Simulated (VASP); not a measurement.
Here is the system:

```yaml
crystal:
  lattice:
    - [2.05983, 1.18924, 6.74324]
    - [-2.05983, 1.18924, 6.74324]
    - [0.00000, -2.37849, 6.74324]
  atoms:
    - { symbol: Cs, position: [0.25850, 0.25850, 0.25850] }
    - { symbol: Cs, position: [0.74150, 0.74150, 0.74150] }
    - { symbol: O, position: [0.00000, 0.00000, 0.00000] }
```

The numbers are results of PBEsol GGA, VASP's PBE PAW potentials (set 64) (plane waves; VASP), not measurements. Settings: 520 eV cut-off, 11×11×11 Γ-centred mesh, Gaussian smearing of 0.010 eV, potentials Cs_sv O.

Q: What does the run give for the energy per atom (σ→0)?

A: 
```
Quantity                       Result
---------------------  --------------
energy per atom (σ→0)  -3.422 eV/atom
```

Total energies compare only between runs with the same potentials, cut-off and functional.

The structure comes from a computed database's Cs2O entry (R-3m); how it stands against other phases isn't given here. It was relaxed first.
